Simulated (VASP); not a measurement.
All values below come from modified Becke-Johnson potential (mBJ), VASP's PBE PAW potentials (set 64) (plane waves; VASP).

The input files of a VASP run:

POSCAR:
```
CsPbBr3
12.0055390
  0.4999999923   0.0000000000   0.0000000000
  0.0000000000   0.4999999923   0.0000000000
  0.0000000000   0.0000000000   0.4999999923
Cs Pb Br
1 1 3
direct
  0.0000000000   0.0000000000   0.0000000000
  0.5000000000   0.5000000000   0.5000000000
  0.5000000000   0.0000000000   0.5000000000
  0.0000000000   0.5000000000   0.5000000000
  0.5000000000   0.5000000000   0.0000000000
```

File KPOINTS_OPT:
```
k-points along high-symmetry lines
11
Line-mode
Reciprocal
  0.000000   0.000000   0.000000 ! GAMMA
  0.000000   0.500000   0.000000 ! X

  0.000000   0.500000   0.000000 ! X
  0.500000   0.500000   0.000000 ! M

  0.500000   0.500000   0.000000 ! M
  0.000000   0.000000   0.000000 ! GAMMA

  0.000000   0.000000   0.000000 ! GAMMA
  0.500000   0.500000   0.500000 ! R

  0.500000   0.500000   0.500000 ! R
  0.000000   0.500000   0.000000 ! X

  0.500000   0.500000   0.500000 ! R
  0.500000   0.500000   0.000000 ! M
```

### INCAR
```
SYSTEM = CsPbBr3
PREC = Accurate
ENCUT = 520
EDIFF = 1E-6
NELM = 300
ALGO = Normal
LREAL = .FALSE.
LASPH = .TRUE.
ISMEAR = 0
SIGMA = 0.05
METAGGA = MBJ
LMIXTAU = .TRUE.
LMAXMIX = 4
LWAVE = .FALSE.
LCHARG = .FALSE.
ISIF = 0
IMIX = 1
AMIX = 0.1
```

KPOINTS:
```
Automatic mesh
0
Gamma
4 4 4
0 0 0
```

POTCAR, in this order: Cs_sv Pb_d Br (PBE.64 set). Program: vasp_std. Read from the step before: WAVECAR.

The resulting files:

### OSZICAR
```
...
DAV: 219     0.191442177615E+04    0.15718E+03   -0.18097E+03   682   0.351E+02    0.142E+02
DAV: 220     0.193727308743E+04    0.22851E+02   -0.12853E+03   520   0.182E+02    0.141E+02
DAV: 221     0.191663414760E+04   -0.20639E+02   -0.68811E+02   520   0.191E+02    0.160E+02
DAV: 222     0.194394486511E+04    0.27311E+02   -0.34384E+02   618   0.102E+02    0.123E+02
DAV: 223     0.194362897825E+04   -0.31589E+00   -0.36064E+02   520   0.102E+02    0.434E+01
DAV: 224    -0.731485781357E+04   -0.92585E+04   -0.85675E+04  1004   0.605E+03    0.351E+03
DAV: 225     0.203457223588E+04    0.93494E+04   -0.21023E+04   700   0.113E+03    0.778E+01
DAV: 226     0.193386028257E+04   -0.10071E+03   -0.60179E+03   724   0.441E+02    0.545E+02
DAV: 227     0.194548226677E+04    0.11622E+02   -0.11394E+03   742   0.208E+02    0.694E+02
DAV: 228     0.195285031501E+04    0.73680E+01   -0.77381E+02   546   0.242E+02    0.772E+01
DAV: 229     0.195390617998E+04    0.10559E+01   -0.19741E+02   536   0.117E+02    0.420E+02
DAV: 230     0.195656280735E+04    0.26566E+01   -0.51768E+01   582   0.546E+01    0.394E+02
DAV: 231     0.195368239795E+04   -0.28804E+01   -0.66760E+01   526   0.761E+01    0.206E+02
DAV: 232     0.195516526139E+04    0.14829E+01   -0.90975E+01   532   0.110E+02    0.153E+02
DAV: 233     0.156223679994E+04   -0.39293E+03   -0.40998E+03   820   0.866E+02    0.471E+02
DAV: 234     0.185184660689E+04    0.28961E+03   -0.45599E+03   586   0.411E+02    0.405E+01
DAV: 235     0.265217673012E+03   -0.15866E+04   -0.22215E+04   888   0.182E+03    0.904E+02
DAV: 236     0.184154333296E+04    0.15763E+04   -0.14500E+04   804   0.873E+02    0.453E+02
DAV: 237     0.187443909348E+04    0.32896E+02   -0.70803E+03   782   0.566E+02    0.371E+02
DAV: 238     0.196791149196E+04    0.93472E+02   -0.95815E+02   636   0.230E+02    0.280E+02
DAV: 239     0.195569595268E+04   -0.12216E+02   -0.32747E+02   570   0.165E+02    0.153E+02
DAV: 240     0.195553703600E+04   -0.15892E+00   -0.20555E+02   594   0.140E+02    0.173E+02
DAV: 241     0.195974960263E+04    0.42126E+01   -0.94196E+01   550   0.909E+01    0.191E+01
DAV: 242     0.195852828879E+04   -0.12213E+01   -0.99630E+01   524   0.101E+02    0.115E+02
DAV: 243     0.195815829547E+04   -0.36999E+00   -0.59002E+01   522   0.667E+01    0.557E+01
DAV: 244     0.196245719445E+04    0.42989E+01   -0.40604E+01   624   0.653E+01    0.141E+02
DAV: 245     0.195661061700E+04   -0.58466E+01   -0.96744E+01   520   0.969E+01    0.155E+02
DAV: 246     0.193752523916E+04   -0.19085E+02   -0.33743E+02   608   0.201E+02    0.154E+02
DAV: 247     0.196301443897E+04    0.25489E+02   -0.27169E+02   522   0.143E+02    0.554E+01
DAV: 248     0.170565541667E+04   -0.25736E+03   -0.26513E+03   768   0.534E+02    0.785E+01
DAV: 249     0.186585600436E+04    0.16020E+03   -0.38121E+03   714   0.380E+02    0.265E+02
DAV: 250     0.194025534928E+04    0.74399E+02   -0.19470E+03   552   0.198E+02    0.170E+02
DAV: 251     0.192976998518E+04   -0.10485E+02   -0.10109E+03   520   0.274E+02    0.205E+02
DAV: 252     0.192274245295E+04   -0.70275E+01   -0.37608E+02   616   0.208E+02    0.306E+02
DAV: 253     0.192832994491E+04    0.55875E+01   -0.85572E+02   522   0.295E+02    0.819E+01
DAV: 254     0.193656583233E+04    0.82359E+01   -0.54332E+02   520   0.205E+02    0.475E+02
DAV: 255     0.194942539526E+04    0.12860E+02   -0.82910E+01   520   0.645E+01    0.358E+02
DAV: 256     0.195075372094E+04    0.13283E+01   -0.47499E+02   520   0.232E+02    0.123E+02
DAV: 257     0.195913446503E+04    0.83807E+01   -0.80717E+01   530   0.697E+01    0.761E+01
DAV: 258     0.195728037561E+04   -0.18541E+01   -0.38691E+01   532   0.442E+01    0.561E+01
DAV: 259     0.196016722133E+04    0.28868E+01   -0.16164E+01   542   0.291E+01    0.134E+02
DAV: 260     0.132452693514E+04   -0.63564E+03   -0.66397E+03   878   0.989E+02    0.623E+01
DAV: 261     0.181847353415E+04    0.49395E+03   -0.71493E+03   568   0.516E+02    0.658E+01
DAV: 262     0.193058623976E+04    0.11211E+03   -0.25163E+03   600   0.249E+02    0.230E+02
DAV: 263     0.136831961484E+04   -0.56227E+03   -0.66291E+03   780   0.968E+02    0.377E+02
DAV: 264     0.178555736448E+04    0.41724E+03   -0.67731E+03   676   0.494E+02    0.226E+02
DAV: 265     0.173769400618E+04   -0.47863E+02   -0.58124E+03   878   0.581E+02    0.804E+02
DAV: 266     0.433771542765E+03   -0.13039E+04   -0.96873E+03   900   0.118E+03    0.330E+02
DAV: 267     0.173969375681E+04    0.13059E+04   -0.12005E+04   682   0.672E+02    0.171E+02
DAV: 268     0.192218110436E+04    0.18249E+03   -0.33494E+03   528   0.282E+02    0.805E+01
DAV: 269     0.195939119664E+04    0.37210E+02   -0.74096E+02   530   0.155E+02    0.295E+02
DAV: 270     0.194771761230E+04   -0.11674E+02   -0.45517E+02   522   0.133E+02    0.301E+02
DAV: 271     0.184240503761E+04   -0.10531E+03   -0.24000E+03   522   0.539E+02    0.680E+02
DAV: 272     0.191761102761E+04    0.75206E+02   -0.16551E+03   792   0.241E+02    0.265E+02
DAV: 273    -0.119397509166E+04   -0.31116E+04   -0.39752E+04   904   0.288E+03    0.137E+03
DAV: 274     0.191681078999E+04    0.31108E+04   -0.12420E+04   774   0.916E+02    0.201E+02
DAV: 275     0.192569728362E+04    0.88865E+01   -0.47539E+03   726   0.369E+02    0.119E+02
DAV: 276     0.145031318610E+04   -0.47538E+03   -0.73138E+03   816   0.930E+02    0.651E+02
DAV: 277     0.182997594713E+04    0.37966E+03   -0.55643E+03   816   0.370E+02    0.193E+02
DAV: 278     0.193086018682E+04    0.10088E+03   -0.32191E+03   560   0.244E+02    0.303E+02
DAV: 279     0.192690871004E+04   -0.39515E+01   -0.12371E+03   540   0.209E+02    0.908E+01
DAV: 280     0.196031056375E+04    0.33402E+02   -0.49523E+02   604   0.141E+02    0.497E+01
DAV: 281     0.194457169412E+04   -0.15739E+02   -0.46979E+02   528   0.110E+02    0.687E+01
DAV: 282     0.177517573577E+04   -0.16940E+03   -0.21319E+03   700   0.426E+02    0.538E+02
DAV: 283     0.186926392180E+04    0.94088E+02   -0.34884E+03   728   0.374E+02    0.307E+02
DAV: 284     0.194441439522E+04    0.75150E+02   -0.25762E+03   616   0.224E+02    0.190E+02
DAV: 285     0.193363038349E+04   -0.10784E+02   -0.91164E+02   520   0.186E+02    0.492E+01
DAV: 286     0.194074832991E+04    0.71179E+01   -0.69773E+02   694   0.134E+02    0.355E+02
DAV: 287     0.193081249855E+04   -0.99358E+01   -0.89289E+02   522   0.137E+02    0.235E+02
DAV: 288     0.193674314108E+04    0.59306E+01   -0.39650E+02   520   0.114E+02    0.835E+01
DAV: 289     0.192164618544E+04   -0.15097E+02   -0.51665E+02   614   0.250E+02    0.236E+02
DAV: 290     0.928186636470E+03   -0.99346E+03   -0.77736E+03   762   0.118E+03    0.436E+02
DAV: 291     0.185748022920E+04    0.92929E+03   -0.76255E+03   570   0.532E+02    0.103E+02
DAV: 292     0.190470865407E+04    0.47228E+02   -0.24565E+03   688   0.226E+02    0.106E+02
DAV: 293     0.196313809747E+04    0.58429E+02   -0.54058E+02   592   0.126E+02    0.127E+02
DAV: 294     0.193840440907E+04   -0.24734E+02   -0.49401E+02   520   0.118E+02    0.262E+02
DAV: 295     0.193186035118E+04   -0.65441E+01   -0.25583E+02   520   0.104E+02    0.163E+02
DAV: 296     0.196133644252E+04    0.29476E+02   -0.17755E+02   568   0.103E+02    0.359E+01
DAV: 297     0.194777973043E+04   -0.13557E+02   -0.19081E+02   520   0.115E+02    0.261E+02
DAV: 298     0.195845890865E+04    0.10679E+02   -0.10561E+02   520   0.919E+01    0.864E+01
DAV: 299     0.195642988592E+04   -0.20290E+01   -0.48084E+01   520   0.698E+01    0.250E+01
DAV: 300     0.194777971751E+04   -0.86502E+01   -0.20132E+02   524   0.154E+02
   1 F= 0.19477797E+04 E0= 0.19477797E+04  d E =-.653236E-14
       N       E                     dE             ncg
       N       E                     dE             ncg
       N       E                     dE             ncg
       N       E                     dE             ncg
       N       E                     dE             ncg
       N       E                     dE             ncg
       N       E                     dE             ncg
```

**OUTCAR**
```
------------------------ aborting loop EDIFF was not reached (unconverged)  ----------------------------
  volume of cell :      216.30
      direct lattice vectors                 reciprocal lattice vectors
     6.002769408  0.000000000  0.000000000     0.166589774  0.000000000  0.000000000
     0.000000000  6.002769408  0.000000000     0.000000000  0.166589774  0.000000000
     0.000000000  0.000000000  6.002769408     0.000000000  0.000000000  0.166589774
 POSITION                                       TOTAL-FORCE (eV/Angst)
 -----------------------------------------------------------------------------------
      0.00000      0.00000      0.00000         0.000000      0.000000      0.000000
      3.00138      3.00138      3.00138         0.000000      0.000000      0.000000
      3.00138      0.00000      3.00138         0.000000      0.000000      0.000000
      0.00000      3.00138      3.00138         0.000000      0.000000      0.000000
      3.00138      3.00138      0.00000         0.000000      0.000000      0.000000
 -----------------------------------------------------------------------------------
    total drift:                               -0.000000     -0.000000     -0.000000
  FREE ENERGIE OF THE ION-ELECTRON SYSTEM (eV)
  ---------------------------------------------------
  free  energy   TOTEN  =      1947.7797175129 eV

  energy  without entropy=     1947.7797175129  energy(sigma->0) =     1947.77971751

     CMBJ =    1.0000

     CMBJA=   -0.0120

     CMBJB=    1.0230

     CMBJE=    0.5000

    CMBJ =    2.0000
```
(Selected blocks of OUTCAR.)

stdout:
```
...
DAV: 298     0.195845890865E+04    0.10679E+02   -0.10561E+02   520   0.919E+01    0.864E+01
 WARNING: Sub-Space-Matrix is not hermitian in DAV            5
  1.730372438432365E-005
DAV: 299     0.195642988592E+04   -0.20290E+01   -0.48084E+01   520   0.698E+01    0.250E+01
DAV: 300     0.194777971751E+04   -0.86502E+01   -0.20132E+02   524   0.154E+02

 -----------------------------------------------------------------------------
|                                                                             |
|           W    W    AA    RRRRR   N    N  II  N    N   GGGG   !!!           |
|           W    W   A  A   R    R  NN   N  II  NN   N  G    G  !!!           |
|           W    W  A    A  R    R  N N  N  II  N N  N  G       !!!           |
|           W WW W  AAAAAA  RRRRR   N  N N  II  N  N N  G  GGG   !            |
|           WW  WW  A    A  R   R   N   NN  II  N   NN  G    G                |
|           W    W  A    A  R    R  N    N  II  N    N   GGGG   !!!           |
|                                                                             |
|     The electronic self-consistency was not achieved in the given           |
|     number of steps (NELM). The forces and other quantities evaluated       |
|     might not be reliable so examine the results carefully. If you find     |
|     spurious results, we suggest increasing NELM, if you were close to      |
|     convergence or switching to a different ALGO or adjusting the           |
|     density mixing parameters otherwise.                                    |
|                                                                             |
 -----------------------------------------------------------------------------

   1 F= 0.19477797E+04 E0= 0.19477797E+04  d E =-.653236E-14
 Start KPOINTS_OPT (optional k-point list driver)
k-point batch [1-10\66]
       N       E                     dE             ncg
k-point batch [11-20\66]
       N       E                     dE             ncg
k-point batch [21-30\66]
       N       E                     dE             ncg
k-point batch [31-40\66]
       N       E                     dE             ncg
k-point batch [41-50\66]
       N       E                     dE             ncg
k-point batch [51-60\66]
       N       E                     dE             ncg
k-point batch [61-66\66]
       N       E                     dE             ncg
```

Convergence was not reached.

mBJ is a potential without an energy functional, so only the levels count.

The compound is CsPbBr3 in the cubic perovskite structure, the ideal cubic form; the compound distorts at low or room temperature. It was relaxed first, which changed the volume by +7 %. The cell's shape comes from a PBE relaxation.
